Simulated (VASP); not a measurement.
Ir:

```
Ir
1.0
     0.00000    1.91500    1.91500
     1.91500    0.00000    1.91500
     1.91500    1.91500    0.00000
Ir
1
Direct
  0.00000 0.00000 0.00000
```

The cell was built by a generator and needn't be a form met in nature.

* Program: VASP 6.6.1
* Task: relaxation of cell and atoms
* Functional: PBEsol
* Dispersion: D3(BJ)
* Potentials or basis: VASP PAW PBE potentials, release 64 (Ir)
* Cutoff: 600 eV
* k mesh: 18 × 18 × 18
* Occupations: methfessel-paxton, width 0.1 eV
* Spin: no spin polarisation

At the start: pressure -7.2 GPa; volume 14.05 Å³/atom.

Problem. Where does the relaxation end?

Solution. Over 9 steps the energy falls by 5.8 meV/atom and the volume is 13.79 Å³/atom (-1.8 %); space group Fm-3m (No. 225, to 0.05 Å).

The path:
| step | energy change (eV) | largest force (eV/Å) | pressure (GPa) | volume (Å³) |
| --- | --- | --- | --- | --- |
| 1 | 0.0000 | 0.0000 | -7.20 | 14.05 |
| 2 | 0.1019 | 0.0000 | 37.46 | 12.80 |
| 3 | -0.0058 | 0.0000 | -0.08 | 13.80 |
| 4 | -0.0058 | 0.0000 | -0.07 | 13.80 |
| 5 | -0.0057 | 0.0000 | 0.89 | 13.77 |
| 6 | -0.0058 | 0.0000 | 0.15 | 13.79 |
| 7 | -0.0057 | 0.0000 | -0.50 | 13.81 |
| 8 | -0.0058 | 0.0000 | -0.09 | 13.79 |
| 9 | -0.0058 | 0.0000 | 0.00 | 13.79 |

Final structure:
```
CELL_PARAMETERS angstrom
0.00000 1.90348 1.90348
1.90348 0.00000 1.90348
1.90348 1.90348 0.00000
ATOMIC_POSITIONS crystal
Ir 0.00000 0.00000 0.00000
```

Caveat: the PAW data sets were made with another functional, which shifts forces and pressure a little; pairwise dispersion overbinds metals, which lowers pressure and volume.
